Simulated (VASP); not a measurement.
```xyz
2
Lattice="0.0000 2.3948 2.3948 2.3948 0.0000 2.3948 2.3948 2.3948 0.0000" Properties=species:S:1:pos:R:3 pbc="T T T"
Mg     0.0000     0.0000     0.0000
S      2.3948     2.3948     2.3948
```

These are PBEsol GGA, VASP's PBE PAW potentials (set 64) (plane waves; VASP) values and carry that method's errors. Settings: 500 eV cut-off, 10×10×10 Γ-centred mesh, Gaussian smearing of 0.050 eV, potentials Mg S.

Energy and stress use the plane-wave basis of the starting cell.

### Question
The ions, cell shape and volume at an external pressure of 45.0 GPa are relaxed. Give the cell that the relaxation ends in.

### Answer

```xyz
2
Lattice="0.0000 2.3387 2.3387 2.3387 0.0000 2.3387 2.3387 2.3387 0.0000" Properties=species:S:1:pos:R:3 pbc="T T T"
Mg     2.3387     2.3387     0.0000
S      2.3387     2.3387     2.3387
```
Space group Fm-3m (225), at a tolerance of 0.03 Å.

### Question
How do energy and volume change from the first to the last step?

### Answer
The energy (σ→0) changes by +217.7 meV/atom and the volume by -6.9 %, in 4 ionic steps.

The structure was generated: MgS was put into the rock salt type (Fm-3m), which need not be its known phase. This run relaxes it under an external pressure of 45 GPa. Symmetry was kept, so distortions that lower it aren't found.
